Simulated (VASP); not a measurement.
Computed with PBE GGA, VASP's PBE PAW potentials (set 64) (plane waves; VASP).

VASP input:

POSCAR:
```
Eu
1
   -2.3358000000     2.3358000000     2.3358000000
    2.3358000000    -2.3358000000     2.3358000000
    2.3358000000     2.3358000000    -2.3358000000
Eu
1
Direct
  0.0000000000   0.0000000000   0.0000000000
```

**KPOINTS**
```
kpoints
0
G
 10 10 10
```

### INCAR
```
SYSTEM = Eu
PREC = Accurate
ENCUT = 400
EDIFF = 1E-6
NELM = 100
ALGO = Normal
LREAL = .FALSE.
LASPH = .TRUE.
ISMEAR = -1
SIGMA = 0.2
GGA = PE
LMAXMIX = 6
LWAVE = .FALSE.
LCHARG = .FALSE.
ISIF = 2
```

POTCAR, in this order: Eu_2 (PBE.64 set). Program: vasp_std.

Question: What will the output report for the number of irreducible k-points (NKPTS), number of bands (NBANDS), largest plane-wave count, number of space-group operations, FFT grid (NGX, NGY, NGZ)?

Answer: 
| Property | Result |
|---|---|
| number of irreducible k-points (NKPTS) | 47 |
| number of bands (NBANDS) | 8 |
| largest plane-wave count | 959 |
| number of space-group operations | 48 |
| FFT grid (NGX, NGY, NGZ) | 28 × 28 × 28 |

The compound is Eu in the bcc structure. The cell was not relaxed at this level. The run is one of a series of settings (ISMEAR = -1, SIGMA = 0.2 against the base run), some of them coarse on purpose. The 4f electrons are frozen in the core of the lanthanide potential, so 4f levels, which can set the real gap, and their magnetism are missing.
